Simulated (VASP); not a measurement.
All values below come from r2SCAN meta-GGA, VASP's PBE PAW potentials (set 64) (plane waves; VASP).

VASP input:

**POSCAR**
```
VAs
1.0
  3.0506624284   0.0000000000   0.0000000000
  0.0000000000   3.0506624284   0.0000000000
  0.0000000000   0.0000000000   3.0506624284
V As
1 1
Cartesian
  0.0000000000   0.0000000000   0.0000000000
  1.5253312142   1.5253312142   1.5253312142
```

### INCAR
```
LMIXTAU=.TRUE.
ISMEAR=-5   # tetrahedra, Bloechl
NEDOS=601   # DOS grid
PREC=Accurate
NELM=100   # most electronic steps
EDIFF=1E-7   # SCF stop (eV)
LWAVE=.FALSE.
ISIF=2   # forces and stress, cell fixed
LORBIT=11   # lm-projected
ENCUT=400   # plane-wave cut-off (eV)
LCHARG=.FALSE.
LASPH=.TRUE.
LMAXMIX=4   # l cut-off of mixed one-centre charges
SYSTEM=VAs
ALGO=Normal   # blocked Davidson
METAGGA=R2SCAN
LREAL=.FALSE.   # projection in real space or not
```

**KPOINTS_OPT**
```
k-points along high-symmetry lines
10
Line-mode
Reciprocal
  0.000000   0.000000   0.000000 ! GAMMA
  0.000000   0.500000   0.000000 ! X

  0.000000   0.500000   0.000000 ! X
  0.500000   0.500000   0.000000 ! M

  0.500000   0.500000   0.000000 ! M
  0.000000   0.000000   0.000000 ! GAMMA

  0.000000   0.000000   0.000000 ! GAMMA
  0.500000   0.500000   0.500000 ! R

  0.500000   0.500000   0.500000 ! R
  0.000000   0.500000   0.000000 ! X

  0.500000   0.500000   0.500000 ! R
  0.500000   0.500000   0.000000 ! M
```

File KPOINTS:
```
Regular mesh
0
gamma
 13 13 13
0 0 0
```

POTCAR, in this order: V_sv As (PBE.64 set). Program: vasp_std.

Output

File OSZICAR:
```
       N       E                     dE             d eps       ncg     rms          rms(c)
DAV:   1     0.979556328057E+02    0.97956E+02   -0.85627E+03  2192   0.122E+03
DAV:   2    -0.305449575277E+02   -0.12850E+03   -0.12591E+03  2264   0.359E+02
DAV:   3    -0.352313360608E+02   -0.46864E+01   -0.45996E+01  2759   0.650E+01
DAV:   4    -0.352846332258E+02   -0.53297E-01   -0.53640E-01  2282   0.713E+00
DAV:   5    -0.352851825687E+02   -0.54934E-03   -0.55030E-03  2664   0.705E-01    0.216E+01
DAV:   6    -0.304797552659E+02    0.48054E+01   -0.30748E+01  2439   0.687E+01    0.105E+01
DAV:   7    -0.293055984453E+02    0.11742E+01   -0.12212E+01  2279   0.363E+01    0.385E+00
DAV:   8    -0.292086528592E+02    0.96946E-01   -0.44505E-01  2324   0.554E+00    0.128E+00
DAV:   9    -0.291957696664E+02    0.12883E-01   -0.16455E-01  2224   0.464E+00    0.576E-01
DAV:  10    -0.292329209650E+02   -0.37151E-01   -0.33030E-02  2224   0.219E+00    0.248E-01
DAV:  11    -0.292303004107E+02    0.26206E-02   -0.28422E-03  2314   0.622E-01    0.125E-01
DAV:  12    -0.292336405609E+02   -0.33402E-02   -0.40739E-03  2269   0.574E-01    0.536E-02
DAV:  13    -0.292337618224E+02   -0.12126E-03   -0.19953E-04  2474   0.144E-01    0.432E-02
DAV:  14    -0.292337422335E+02    0.19589E-04   -0.29164E-06  2309   0.198E-02    0.371E-02
DAV:  15    -0.292338542299E+02   -0.11200E-03   -0.25723E-04  2464   0.136E-01    0.411E-02
DAV:  16    -0.292338462207E+02    0.80093E-05   -0.22576E-05  2319   0.504E-02    0.135E-02
DAV:  17    -0.292338437382E+02    0.24825E-05   -0.26888E-06  2484   0.163E-02    0.149E-03
DAV:  18    -0.292338433138E+02    0.42439E-06   -0.81461E-07  2234   0.111E-02    0.145E-03
DAV:  19    -0.292338450298E+02   -0.17160E-05   -0.26612E-07  1849   0.408E-03    0.425E-04
DAV:  20    -0.292338450205E+02    0.92891E-08   -0.11270E-08  1092   0.122E-03
   1 F= -.29233845E+02 E0= -.29233845E+02  d E =0.000000E+00
       N       E                     dE             ncg
```

### OUTCAR
```
------------------------ aborting loop because EDIFF is reached ----------------------------------------
  FORCE on cell =-STRESS in cart. coord.  units (eV):
  Direction    XX          YY          ZZ          XY          YZ          ZX
  --------------------------------------------------------------------------------------
  Total        0.0259455      0.0259455      0.0259455     -0.0000000     -0.0000000      0.0000000
  in kB        1.4641629      1.4641629      1.4641629     -0.0000000     -0.0000000      0.0000000
  external PRESSURE =       1.4641629 kB  Pullay stress =       0.0000000 kB
  volume of cell :       28.39
      direct lattice vectors                 reciprocal lattice vectors
     3.050662428  0.000000000  0.000000000     0.327797658  0.000000000  0.000000000
     0.000000000  3.050662428  0.000000000     0.000000000  0.327797658  0.000000000
     0.000000000  0.000000000  3.050662428     0.000000000  0.000000000  0.327797658
 POSITION                                       TOTAL-FORCE (eV/Angst)
 -----------------------------------------------------------------------------------
      0.00000      0.00000      0.00000         0.000000      0.000000      0.000000
      1.52533      1.52533      1.52533         0.000000      0.000000      0.000000
 -----------------------------------------------------------------------------------
    total drift:                                0.000000      0.000000      0.000000
  FREE ENERGIE OF THE ION-ELECTRON SYSTEM (eV)
  ---------------------------------------------------
  free  energy   TOTEN  =       -29.2338450205 eV

  energy  without entropy=      -29.2338450205  energy(sigma->0) =      -29.23384502

 total charge

# of ion       s       p       d       tot
------------------------------------------
    1        2.215   6.171   3.108  11.494
    2        1.234   1.592   0.082   2.909
--------------------------------------------------
tot          3.449   7.764   3.190  14.403
```
(Selected blocks of OUTCAR.)

For a metal the tetrahedron method with Blöchl corrections gives inexact stress and forces.

The structure was generated: VAs was put into the CsCl type type (Pm-3m), which need not be its known phase. It was relaxed first, which changed the volume by -36 %. The run is not spin-polarised, so no magnetic state was tried.
